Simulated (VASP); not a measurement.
These are vdW-DF-cx, VASP's PBE PAW potentials (set 64) (plane waves; VASP) values and carry that method's errors.

VASP input:

File KPOINTS:
```
K-points
0
G
 17 17 9
```

File POSCAR:
```
Co
1.0
  1.2172319940  -2.1083078782   0.0000000000
  1.2172319940   2.1083078782   0.0000000000
  0.0000000000   0.0000000000   3.9253923563
Co
2
Cart
  1.2172319940   0.7027706983   0.9813480891
  1.2172319940  -0.7027706983   2.9440442672
```

INCAR:
```
! general
SYSTEM   = Co
PREC     = Accurate
ENCUT    = 520
LREAL    = F
LASPH    = T

! electronic loop
EDIFF    = 1E-7
NELM     = 100
ALGO     = Normal
LMAXMIX  = 4

! smearing
ISMEAR   = 1
SIGMA    = 0.1

! functional
GGA      = CX
LUSE_VDW = T
AGGAC    = 0.0

! spin
ISPIN    = 2
MAGMOM   = 2*1.6

! ions
IBRION   = 2
NSW      = 30
ISIF     = 4
EDIFFG   = -0.01

! output
LWAVE    = F
LCHARG   = F
LORBIT   = 10
```

POTCAR, in this order: Co (PBE.64 set). Program: vasp_std.

### Question
What does the run give for the energy per atom (σ→0), cell moment, band gap (on the k-mesh)?

### Answer

The energy per atom (σ→0) is -4817 meV/atom. The cell moment is 3.08 μB and the band gap (on the k-mesh) is none (metal, semimetal or under 0.01 eV).

File OSZICAR:
```
...
DAV:   1    -0.963502142715E+01   -0.33631E-03   -0.10150E-02 11118   0.870E-01    0.110E-01
DAV:   2    -0.963480919174E+01    0.21224E-03   -0.14930E-04 13427   0.217E-01    0.563E-02
DAV:   3    -0.963473380605E+01    0.75386E-04   -0.93326E-05 12471   0.117E-01    0.150E-02
DAV:   4    -0.963473808825E+01   -0.42822E-05   -0.79580E-06 11515   0.424E-02    0.446E-03
DAV:   5    -0.963473747591E+01    0.61234E-06   -0.48090E-07 12098   0.128E-02    0.275E-03
DAV:   6    -0.963473731642E+01    0.15949E-06   -0.11500E-07  5657   0.623E-03    0.123E-03
DAV:   7    -0.963473734823E+01   -0.31816E-07   -0.43375E-08  5244   0.239E-03
   2 F= -.96347373E+01 E0= -.96347202E+01  d E =-.521869E-04  mag=     3.0821
```

The compound is Co in the hcp structure. This cell is one point of a volume scan, at 0.97 of the reference volume. Symmetry was kept, so distortions that lower it aren't found.
